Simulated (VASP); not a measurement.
A VASP calculation is set up with these files.

**INCAR**
```
ALGO=Normal
EDIFF=1E-7
EDIFFG=-0.01
ENCUT=520
GGA=PE
IBRION=2
ISIF=4
ISMEAR=1
IVDW=12
LASPH=.TRUE.
LCHARG=.FALSE.
LMAXMIX=4
LREAL=.FALSE.
LWAVE=.FALSE.
NELM=100
NSW=30
PREC=Accurate
SIGMA=0.1
SYSTEM=TiSe2
```

KPOINTS:
```
Regular mesh
0
G
  10 10 5
```

POSCAR:
```
TiSe2
1.0
  1.7258615120  -2.9892798923   0.0000000000
  1.7258615120   2.9892798923   0.0000000000
  0.0000000000   0.0000000000   5.8062968995
Ti Se
1 2
Cartesian
  0.0000000000   0.0000000000   0.0000000000
  1.7258615120   0.9964286236   1.5347392600
  1.7258615120  -0.9964286236   4.2715576395
```

POTCAR, in this order: Ti_sv Se (PBE.64 set). Program: vasp_std.

Question: Translate this PBE-D3(BJ) calculation to Quantum ESPRESSO's pw.x.

Answer: One equivalent input (not run):
```
&CONTROL
  calculation = 'vc-relax'
  pseudo_dir = './pseudo'
  outdir = './out'
  tprnfor = .true.
  tstress = .true.
  nstep = 30
  forc_conv_thr = 0.00039
/
&SYSTEM
  ibrav = 0
  nat = 3
  ntyp = 2
  ecutwfc = 86
  occupations = 'smearing'
  smearing = 'methfessel-paxton'
  degauss = 0.00735
  input_dft = 'pbe'
  vdw_corr = 'grimme-d3'
  dftd3_version = 4
  dftd3_threebody = .false.
/
&ELECTRONS
  conv_thr = 7.3e-09
  electron_maxstep = 100
/
&IONS
/
&CELL
  cell_dofree = 'shape'
/
ATOMIC_SPECIES
  Ti 47.867 Ti.upf
  Se 78.971 Se.upf
CELL_PARAMETERS angstrom
     1.7258615   -2.9892799    0.0000000
     1.7258615    2.9892799    0.0000000
     0.0000000    0.0000000    5.8062969
ATOMIC_POSITIONS crystal
  Ti   0.0000000  0.0000000  0.0000000
  Se   0.3333330  0.6666670  0.2643232
  Se   0.6666670  0.3333330  0.7356768
K_POINTS automatic
  10 10 5 0 0 0
```
Limits of the translation: the potentials are each code's own (VASP's PAW set, PseudoDojo norm-conserving files in pw.x), so ENCUT and ecutwfc are chosen apart and not converted; conv_thr bounds pw.x's estimated SCF error, while EDIFF bounds the energy change between steps; forc_conv_thr acts on force components and is met together with etot_conv_thr.

The compound is TiSe2 in the 1T layered structure. This cell is one point of a volume scan, at 0.97 of the reference volume. Symmetry was kept, so distortions that lower it aren't found.
